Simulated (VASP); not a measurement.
# ZnCd3Se3S (P3m1) in VASP: notebook

One crystal, ZnCd3Se3S, is run at these levels: PBE; tasks: relaxation of cell and atoms.

Program: VASP 6.6.1. These are calculated values, not measurements. Logs are shortened: lines on timing, memory, paths and dates and some standing lists are left out, and cuts for length are marked.

## 1. The structure

The structure is trigonal, space group P3m1 (No. 156). Conventional cell: a = 4.200 Å, b = 4.200 Å, c = 13.600 Å, α = 90.00°, β = 90.00°, γ = 120.00°. Around Zn (site symmetry 3m) lie 1 Se at 2.55 Å and 3 S at 2.57 Å. Cd (site symmetry 3m) is surrounded by 4 Se at 2.55 to 2.57 Å. Cd (site symmetry 3m) is surrounded by 1 S at 2.55 Å and 3 Se at 2.57 Å. Cd (site symmetry 3m) is surrounded by 4 Se at 2.55 to 2.57 Å. Se (site symmetry 3m) has 4 Cd at 2.55 to 2.57 Å as nearest neighbours. Se (site symmetry 3m) has 1 Zn at 2.55 Å and 3 Cd at 2.57 Å as nearest neighbours. Around Se (site symmetry 3m) lie 4 Cd at 2.55 to 2.57 Å. Around S (site symmetry 3m) lie 1 Cd at 2.55 Å and 3 Zn at 2.57 Å.

The cell was built by a generator and needn't be a form met in nature.

## 2. Relaxation of cell and atoms, PBE

INCAR

```
PREC = Normal ; ENCUT = 520
EDIFF = 1E-4 ; ISMEAR = 0
SIGMA = 0.15 ; LREAL = False
LASPH = True ; NELM = 60
ALGO = Fast ; ISIF = 3
LWAVE = False ; LCHARG = False
GGA = PE ; IBRION = 2
NSW = 24 ; EDIFFG = -0.08
```

KPOINTS

```
regular mesh
0
Gamma
  4 4 1
```

POSCAR

```
ZnCd3Se3S
1.0
    4.2000000000      0.0000000000      0.0000000000
   -2.1000000000      3.6373067000      0.0000000000
    0.0000000000      0.0000000000     13.6000000000
Zn Cd Se S
1 3 3 1
Direct
    0.0000000000      0.0000000000      0.0000000000
    0.6666666700      0.3333333300      0.5000000000
    0.3333333300      0.6666666700      0.7500000000
    0.3333333300      0.6666666700      0.2500000000
    0.6666666700      0.3333333300      0.6875000000
    0.0000000000      0.0000000000      0.1875000000
    0.3333333300      0.6666666700      0.4375000000
    0.3333333300      0.6666666700      0.9375000000
```

Potentials or basis: VASP PAW PBE potentials, release 64 (Zn, Cd, Se, S).

Launch:

```
cat potpaw_PBE.64/Zn/POTCAR potpaw_PBE.64/Cd/POTCAR potpaw_PBE.64/Se/POTCAR potpaw_PBE.64/S/POTCAR > POTCAR
mpirun -np 1 vasp_std > vasp.out
```

OUTCAR:

```text
PREC = Normal
   ENCUT = 520
   EDIFF = 1E-4
   ISMEAR = 0
   LREAL = False
   LASPH = True
   NELM = 60
   ISIF = 3
   GGA = PE
   IBRION = 2
   NSW = 24
   EDIFFG = -0.08

 ion  position               nearest neighbor table
   1  0.000  0.000  0.000-   6 2.55   8 2.57   8 2.57   8 2.57
   2  0.667  0.333  0.500-   5 2.55   7 2.57   7 2.57   7 2.57
   3  0.333  0.667  0.750-   8 2.55   5 2.57   5 2.57   5 2.57
   4  0.333  0.667  0.250-   7 2.55   6 2.57   6 2.57   6 2.57
   5  0.667  0.333  0.688-   2 2.55   3 2.57   3 2.57   3 2.57
   6  0.000  0.000  0.188-   1 2.55   4 2.57   4 2.57   4 2.57
   7  0.333  0.667  0.438-   4 2.55   2 2.57   2 2.57   2 2.57
   8  0.333  0.667  0.938-   3 2.55   1 2.57   1 2.57   1 2.57

  LATTYP: Found a hexagonal cell.
 ALAT       =     4.2000000000
 C/A-ratio  =     3.2380952381

  Lattice vectors:

 A1 = (   4.2000000000,   0.0000000000,   0.0000000000)
 A2 = (  -2.1000000000,   3.6373067000,   0.0000000000)
 A3 = (   0.0000000000,   0.0000000000,  13.6000000000)

Analysis of symmetry for initial positions (statically):
=====================================================================
 Subroutine PRICEL returns:
 Original cell was already a primitive cell.

 Routine SETGRP: Setting up the symmetry group for a
 hexagonal supercell.

 Subroutine GETGRP returns: Found  6 space group operations
 (whereof  6 operations were pure point group operations)
 out of a pool of 24 trial point group operations.

The static configuration has the point symmetry C_3v.

Analysis of symmetry for dynamics (positions and initial velocities):
=====================================================================
 Subroutine PRICEL returns:
 Original cell was already a primitive cell.

 Routine SETGRP: Setting up the symmetry group for a
 hexagonal supercell.

 Subroutine GETGRP returns: Found  6 space group operations
 (whereof  6 operations were pure point group operations)
 out of a pool of 24 trial point group operations.

The dynamic configuration has the point symmetry C_3v.

 Subroutine INISYM returns: Found  6 space group operations
 (whereof  6 operations are pure point group operations),
 and found     1 'primitive' translations

----------------------------------------------------------------------------------------

                                     Primitive cell

  volume of cell :     207.7630

  direct lattice vectors                    reciprocal lattice vectors
     4.200000000  0.000000000  0.000000000     0.238095238  0.137464350  0.000000000
    -2.100000000  3.637306700  0.000000000     0.000000000  0.274928699  0.000000000
     0.000000000  0.000000000 13.600000000     0.000000000  0.000000000  0.073529412

  length of vectors
     4.200000000  4.200000004 13.600000000     0.274928700  0.274928699  0.073529412

  position of ions in fractional coordinates (direct lattice)
     0.000000000  0.000000000  0.000000000
     0.666666670  0.333333330  0.500000000
     0.333333330  0.666666670  0.750000000
     0.333333330  0.666666670  0.250000000
     0.666666670  0.333333330  0.687500000
     0.000000000  0.000000000  0.187500000
     0.333333330  0.666666670  0.437500000
     0.333333330  0.666666670  0.937500000

  ion indices of the primitive-cell ions
   primitive index   ion index
                 1           1
                 2           2
                 3           3
                 4           4
                 5           5
                 6           6
                 7           7
                 8           8

----------------------------------------------------------------------------------------

 KPOINTS: regular mesh

Automatic generation of k-mesh.
 Grid dimensions read from file:
 generate k-points for:    4    4    1

 Generating k-lattice:

  Cartesian coordinates                     Fractional coordinates (reciprocal lattice)
     0.059523810  0.034366087  0.000000000     0.250000000 -0.000000000  0.000000000
     0.000000000  0.068732175  0.000000000     0.000000000  0.250000000  0.000000000
     0.000000000  0.000000000  0.073529412     0.000000000  0.000000000  1.000000000

  Length of vectors
     0.068732175  0.068732175  0.073529412

  Shift w.r.t. Gamma in fractional coordinates (k-lattice)
     0.000000000  0.000000000  0.000000000

 Subroutine IBZKPT returns following result:
 ===========================================

 Found      4 irreducible k-points:

 Following reciprocal coordinates:
            Coordinates               Weight
  0.000000  0.000000  0.000000      1.000000
  0.250000 -0.000000  0.000000      6.000000
  0.500000 -0.000000  0.000000      3.000000
  0.250000  0.250000  0.000000      6.000000
   k-points           NKPTS =      4   k-points in BZ     NKDIM =      4   number of bands    NBANDS=     43
   number of dos      NEDOS =    301   number of ions     NIONS =      8
   total plane-waves  NPLWV =  46080
   dimension x,y,z NGX =    24 NGY =   24 NGZ =   80
   dimension x,y,z NGXF=    48 NGYF=   48 NGZF=  160
   ions per type =               1   3   3   1
   NGX,Y,Z   is equivalent  to a cutoff of   9.50,  9.50,  9.78 a.u.
   NGXF,Y,Z  is equivalent  to a cutoff of  19.00, 19.00, 19.56 a.u.
 SYSTEM =  unknown system
   PREC   = normal    normal or accurate (medium, high low for compatibility)
   ISTART =      0    job   : 0-new  1-cont  2-samecut
   ICHARG =      2    charge: 1-file 2-atom 10-const
   ISPIN  =      1    spin polarized calculation?
   LNONCOLLINEAR =      F non collinear calculations
   LSORBIT =      F    spin-orbit coupling
   LASPH  =      T    aspherical Exc in radial PAW
   ENCUT  =  520.0 eV  38.22 Ry    6.18 a.u.   7.81  7.81 25.29*2*pi/ulx,y,z
   NELM   =     60;   NELMIN=  2; NELMDL= -5     # of ELM steps
   EDIFF  = 0.1E-03   stopping-criterion for ELM
   LREAL  =      F    real-space projection
   EDIFFG = -.8E-01   stopping-criterion for IOM
   NSW    =     24    number of steps for IOM
   IBRION =      2    ionic relax: 0-MD 1-quasi-New 2-CG
   NFREE  =      1    steps in history (QN), initial steepest desc. (CG)
   ISIF   =      3    stress and relaxation
   ISYM   =      2    0-nonsym 1-usesym 2-fastsym
   POTIM  = 0.5000    time-step for ionic-motion
   TEBEG  =    0.0;   TEEND  =   0.0 temperature during run
   PSTRESS=    0.0 pullay stress
   NELECT =      72.0000    total number of electrons
   NUPDOWN=      -1.0000    fix difference up-down
   EMIN   =  10.00;   EMAX   =-10.00  energy-range for DOS
   EFERMI =   0.00;   METHOD = LEGACY
   ISMEAR =     0;   SIGMA  =   0.15  broadening in eV -4-tet -1-fermi 0-gaus
   EFERMI_NEDOS =   21; number of points for ismear=-14 and -15
   IALGO  =     68    algorithm
   IMIX   =      4    mixing-type and parameters
     AMIX     =   0.40;   BMIX     =  1.00
     AMIX_MAG =   1.60;   BMIX_MAG =  1.00
  volume/ion in A,a.u.               =      25.97       175.26
  Fermi-wavevector in a.u.,A,eV,Ry     =   1.149908  2.173010 17.990814  1.322288
  Thomas-Fermi vector in A             =   2.286575
   LORBIT       =      0    0 simple, 1 ext, 2 COOP (PROOUT), +10 PAW based schemes
   GGA     = PE    functional components
   LHFCALC =     F    Hartree Fock is set to
   AEXX    =    0.0000 exact exchange contribution
   IVDW    =     0    specifies the selected vdW correction
   LEPSILON=     F    determine dielectric tensor
   LRPA    =     F    only Hartree local field effects (RPA)
 conjugate gradient relaxation of ions
 non-spin polarized calculation
 RMM-DIIS sequential band-by-band and
 Gauss-broadening in eV      SIGMA  =   0.15
  energy-cutoff  :      520.00
  volume of cell :      207.76
 maximum number of plane-waves:      5637
   NGX = 15   NGY = 15   NGZ = 51

--------------------------------------- Ionic step        1  -------------------------------------------

 number of electron      71.9999989 magnetization

 Free energy of the ion-electron system (eV)
  ---------------------------------------------------
  ext. energy  EPLUGINS =         0.00000000
  ---------------------------------------------------
  free energy    TOTEN  =       -22.32004109 eV

  energy without entropy =      -22.32002293  energy(sigma->0) =      -22.32003201

------------------------ aborting loop because EDIFF is reached ----------------------------------------

  FORCE on cell =-STRESS in cart. coord.  units (eV):
  Direction    XX          YY          ZZ          XY          YZ          ZX
  --------------------------------------------------------------------------------------
  -------------------------------------------------------------------------------------
  Total        5.1606388      5.1606388      5.2853348      0.0000000      0.0000000      0.0000000
  in kB       39.7965958     39.7965959     40.7581970      0.0000000      0.0000000      0.0000000
  external PRESSURE =      40.1171296 kB  Pullay stress =       0.0000000 kB
[... 107 lines left out ...]
  FREE ENERGIE OF THE ION-ELECTRON SYSTEM (eV)
  ---------------------------------------------------
  free  energy   TOTEN  =       -22.5745573885 eV

  energy  without entropy=      -22.5742533136  energy(sigma->0) =      -22.57440535

[... ionic steps 4 to 10 ...]

--------------------------------------- Ionic step       11  -------------------------------------------

 number of electron      71.9999976 magnetization

------------------------ aborting loop because EDIFF is reached ----------------------------------------
[... 79 lines left out ...]
--------------------------------------- Ionic step       13  -------------------------------------------

 number of electron      71.9999953 magnetization

 Free energy of the ion-electron system (eV)
  ---------------------------------------------------
  ext. energy  EPLUGINS =         0.00000000
  ---------------------------------------------------
  free energy    TOTEN  =       -22.75923768 eV

  energy without entropy =      -22.75816508  energy(sigma->0) =      -22.75870138

 E-fermi :   1.1717     XC(G=0):  -8.7923

 val. band max:        0.9146137968   @ k =   0.0000   0.0000   0.0000
 cond. band min:       1.4009190819   @ k =   0.0000   0.0000   0.0000
 fundamental gap:      0.4863052852
 Fermi energy:         1.1717184483

 k-point     1 :       0.0000    0.0000    0.0000
  band No.  band energies     occupation
      1     -11.6308      2.00000
      2     -11.4302      2.00000
      3     -11.3529      2.00000
      4     -11.1356      2.00000
      5      -6.9665      2.00000
      6      -6.9665      2.00000
[... 35 lines left out ...]
     42       6.5104      0.00000
     43       6.5104      0.00000

 k-point     2 :       0.2500   -0.0000    0.0000
  band No.  band energies     occupation
      1     -11.4421      2.00000
      2     -11.2947      2.00000
      3     -11.2280      2.00000
      4     -11.0545      2.00000
      5      -6.9203      2.00000
      6      -6.9149      2.00000
[... 35 lines left out ...]
     42       5.8161      0.00000
     43       6.2284      0.00000

 k-point     3 :       0.5000   -0.0000    0.0000
  band No.  band energies     occupation
      1     -11.2188      2.00000
      2     -11.1578      2.00000
      3     -11.1048      2.00000
      4     -10.9896      2.00000
      5      -6.8957      2.00000
      6      -6.8812      2.00000
[... 35 lines left out ...]
     42       5.5528      0.00000
     43       6.4775      0.00000

 k-point     4 :       0.2500    0.2500    0.0000
  band No.  band energies     occupation
      1     -11.2221      2.00000
      2     -11.1590      2.00000
      3     -11.1058      2.00000
      4     -10.9890      2.00000
      5      -6.8912      2.00000
      6      -6.8627      2.00000
[... 70 lines left out ...]
  FREE ENERGIE OF THE ION-ELECTRON SYSTEM (eV)
  ---------------------------------------------------
  free  energy   TOTEN  =       -22.7592376822 eV

  energy  without entropy=      -22.7581650839  energy(sigma->0) =      -22.75870138

 reached required accuracy - stopping structural energy minimisation
```

Wall time 1.7 min (1 thread of Intel Xeon 6975P-C (Granite Rapids), shared host); peak memory 0.23 GiB.

Results:

```yaml
Free_energy: -22.7592 eV
Relaxed_volume: 27.44 Å³/atom
Relaxed_cell: a = 4.257 Å, b = 4.257 Å, c = 13.988 Å, α = 90.00°, β = 90.00°, γ = 120.00°
Space_group_after_relaxing_to_0.05_Å: P3m1 (No. 156)
Energy_gained_by_relaxing: 54.9 meV/atom
Ionic_steps: 13
Pressure_after_relaxing: 0.0 GPa
Largest_force_after_relaxing: 0.056 eV/Å
Band_gap_on_the_k_mesh: 0.49 eV, direct
```

Forces in eV/Å, atoms in the order of the input:
```
Zn   0.000  0.000  0.021
Cd   0.000  0.000 -0.002
Cd   0.000  0.000 -0.021
Cd   0.000  0.000 -0.056
Se   0.000  0.000  0.024
Se   0.000  0.000  0.016
Se   0.000  0.000  0.029
S    0.000  0.000 -0.010
```

Step by step:
| step | energy change (eV) | largest force (eV/Å) | pressure (GPa) | volume (Å³) |
| --- | --- | --- | --- | --- |
| 1 | 0.0000 | 1.1605 | 4.01 | 207.76 |
| 2 | -0.2483 | 0.6021 | -1.15 | 227.94 |
| 3 | -0.2545 | 0.6688 | -0.53 | 225.03 |
| 4 | -0.3059 | 0.5040 | -0.42 | 223.79 |
| 5 | -0.3890 | 0.3187 | -0.02 | 220.09 |
| 6 | -0.3916 | 0.2991 | 0.21 | 219.29 |
| 7 | -0.4239 | 0.2533 | -0.12 | 220.08 |
| 8 | -0.4279 | 0.2434 | -0.15 | 220.36 |
| 9 | -0.4284 | 0.2349 | -0.28 | 220.49 |
| 10 | -0.4362 | 0.1065 | 0.39 | 217.95 |
| 11 | -0.4365 | 0.1114 | 0.21 | 218.41 |
| 12 | -0.4365 | 0.1095 | 0.17 | 218.32 |
| 13 | -0.4392 | 0.0559 | 0.01 | 219.54 |

Final structure:
```
Zn Cd Se S
1.0
     4.25714    0.00000    0.00000
    -2.12857    3.68679    0.00000
     0.00000    0.00000   13.98784
Zn Cd Se S
1 3 3 1
Cartesian
  0.0000 0.0000 13.8930
  2.1286 1.2289 7.0410
  0.0000 2.4579 10.7216
  0.0000 2.4579 3.3809
  2.1286 1.2289 9.7067
  0.0000 0.0000 2.3808
  0.0000 2.4579 6.0361
  0.0000 2.4579 13.2822
```

Caveat: the k mesh is coarse (spacing up to 0.46 Å⁻¹), so the values aren't converged; the relaxation stopped at a loose force limit of 0.08 eV/Å, so its end isn't a converged minimum.

[end of part 1 of 2]
